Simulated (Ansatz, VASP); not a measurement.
**RbNa3H4: VASP beside Ansatz**

INCAR

```
SYSTEM = RbNa3H4
ALGO = Normal
EDIFF = 1E-6
ENCUT = 520
ISIF = 2
ISMEAR = 0
LASPH = .True.
LCHARG = .False.
LREAL = .False.
LWAVE = .False.
NBANDS = 27
NELM = 100
PREC = Accurate
SIGMA = 0.01
```

Contents of KPOINTS:

```
k-points
0
Gamma
  3 3 3
  0 0 0
```

File POSCAR:

```
RbNa3H4
1.0
    5.2858860000      0.0000000000      0.0000000000
    0.0000000000      5.2858860000      0.0000000000
    0.0000000000      0.0000000000      5.2858860000
Rb Na H
1 3 4
Direct
    0.5000000000      0.5000000000      0.5000000000
    0.0000000000      0.0000000000      0.5000000000
    0.0000000000      0.5000000000      0.0000000000
    0.5000000000      0.0000000000      0.0000000000
    0.5000000000      0.5000000000      0.0000000000
    0.5000000000      0.0000000000      0.5000000000
    0.0000000000      0.5000000000      0.5000000000
    0.0000000000      0.0000000000      0.0000000000
```

Input for Ansatz:

```yaml
crystal:
  lattice:
    - [5.285886, 0.0, 0.0]
    - [0.0, 5.285886, 0.0]
    - [0.0, 0.0, 5.285886]
  atoms:
    - { symbol: Rb, position: [0.5, 0.5, 0.5] }
    - { symbol: Na, position: [0.0, 0.0, 0.5] }
    - { symbol: Na, position: [0.0, 0.5, 0.0] }
    - { symbol: Na, position: [0.5, 0.0, 0.0] }
    - { symbol: H, position: [0.5, 0.5, 0.0] }
    - { symbol: H, position: [0.5, 0.0, 0.5] }
    - { symbol: H, position: [0.0, 0.5, 0.5] }
    - { symbol: H, position: [0.0, 0.0, 0.0] }
kpoints:
  mp_grid:
    grid: [3, 3, 3]
    shift: [0.0, 0.0, 0.0]
hamiltonian:
  xc: lda
scf:
  occupations:
    method: fixed
  mixing:
    ndim: 2
output:
  eigenvalues: true
```

The cell comes from a database or a generator and needn't be the stable form of this composition.

Alike in both runs: task single point; functional LDA; k mesh 3 × 3 × 3; no spin polarisation.

|  | VASP | Ansatz |
| --- | --- | --- |
| version | VASP 6.6.1 | Ansatz 0.2.0 |
| potentials or method | VASP PAW LDA potentials, release 64 (Rb_sv, Na_pv, H) | plane waves, PAW |
| plane-wave cutoff (eV) | 520 | 420 |
| occupations | gaussian, width 0.01 eV | fixed |
| valence electrons in the cell | 34 | 40 |

|  | VASP | Ansatz | Ansatz less VASP |
| --- | --- | --- | --- |
| gap on the k mesh at the Fermi level (eV) | 2.96 | 2.97 | +0.003 |

The two sets of potentials don't hold the same shells in valence.

Caveats: an odd mesh through Γ misses points on the zone boundary, where band edges often lie. LDA gaps usually lie below the measured ones, often by a third to a half.
